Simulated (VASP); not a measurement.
Level of theory: PBEsol GGA, VASP's PBE PAW potentials (set 64) (plane waves; VASP 6.6.1).

Gaps are without spin-orbit coupling.

```yaml
volume_per_atom: 7.96 Å³/atom
band gap (over mesh and band path): 4.34 eV
smallest direct gap (over mesh and band path): 4.34 eV
```

Q: Which relaxed crystal gives these values?
A. Be3ZnO4, I-42m (121)
B. SnS2, P-3m1 (164)
C. MnHO2, Cm (8)
D. Mg2ZnP2, P3m1 (156)

A: A, Be3ZnO4, I-42m (121)
